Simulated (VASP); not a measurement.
## Sb$_{2}$Os (space group Pnnm): computed properties

The numbers are results of r2SCAN meta-GGA, VASP's PBE PAW potentials (set 64) (plane waves; VASP 6.6.1), not measurements.

```
Property                                                                                                              Value
---------------------------------------------  ----------------------------------------------------------------------------
space group                                                                                                       Pnnm (58)
cell                                           a = 5.9632 Å, b = 6.7246 Å, c = 3.2422 Å, α = 90.00°, β = 90.00°, γ = 90.00°
volume per atom                                                                                               21.67 Å³/atom
band gap (over mesh and band path)                                                                                  0.49 eV
smallest direct gap (over mesh and band path)                                                                       0.95 eV
band gap with spin-orbit coupling                                                                                   0.56 eV
density                                                                                                         11.08 g/cm³
mean ε∞ (independent particles)                                                                                       18.06
```

```
CELL_PARAMETERS angstrom
      5.96316     0.00000     0.00000
      0.00000     6.72456     0.00000
      0.00000     0.00000     3.24222
ATOMIC_POSITIONS crystal
  Sb 0.31806 0.85845 0.50000
  Sb 0.68194 0.14155 0.50000
  Sb 0.81806 0.64155 0.00000
  Sb 0.18194 0.35845 0.00000
  Os 0.50000 0.50000 0.50000
  Os 0.00000 0.00000 0.00000
```

The path is coarsely sampled, so an indirect gap can come out somewhat too large. Unless said otherwise, spin-orbit coupling is left out, though it shifts the bands of the heavy elements here.

The structure comes from a computed database's Sb2Os entry (Pnnm); how it stands against other phases isn't given here. It was relaxed first. Symmetry was kept, so distortions that lower it aren't found.
